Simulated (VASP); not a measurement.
Input:

```xyz
2
Lattice="3.0763 0.0000 0.0000 0.0000 3.0763 0.0000 0.0000 0.0000 3.0763" Properties=species:S:1:pos:R:3 pbc="T T T"
B      0.0000     0.0000     0.0000
Bi     1.5382     1.5382     1.5382
```

Level of theory: PBEsol GGA, VASP's PBE PAW potentials (set 64) (plane waves; VASP 6.6.1). Run with 620 eV cut-off, 12×12×12 Γ-centred mesh, first-order Methfessel-Paxton smearing of 0.10 eV, potentials B Bi_d.

Energy and stress use the plane-wave basis of the starting cell.

Question: The ions, cell shape and volume at an external pressure of 45.0 GPa are relaxed. Which structure does the run end with?

Answer: 
```xyz
2
Lattice="3.0119 0.0000 0.0000 0.0000 3.0119 0.0000 0.0000 0.0000 3.0119" Properties=species:S:1:pos:R:3 pbc="T T T"
B      0.0000     0.0000     0.0000
Bi     1.5059     1.5059     1.5059
```
Space group Pm-3m (221), at a tolerance of 0.03 Å.

Question: How do energy and volume change from the first to the last step?

Answer: The energy (σ→0) changes by +207.4 meV/atom and the volume by -6.2 %, in 4 ionic steps.

```
step  E(σ→0) (eV)  max force (eV/Å)  pressure (GPa)  volume (Å³)
----  -----------  ----------------  --------------  -----------
1         -7.7248             0.000           29.84        29.11
2         -5.8062             0.000           92.39        23.69
3         -7.3319             0.000           44.15        27.40
4         -7.3099             0.000           44.90        27.32
```

The structure was generated: BBi was put into the CsCl type type (Pm-3m), which need not be its known phase. This run relaxes it under an external pressure of 45 GPa. Symmetry was kept, so distortions that lower it aren't found. VASP warned that the highest band is occupied, so more bands are needed.
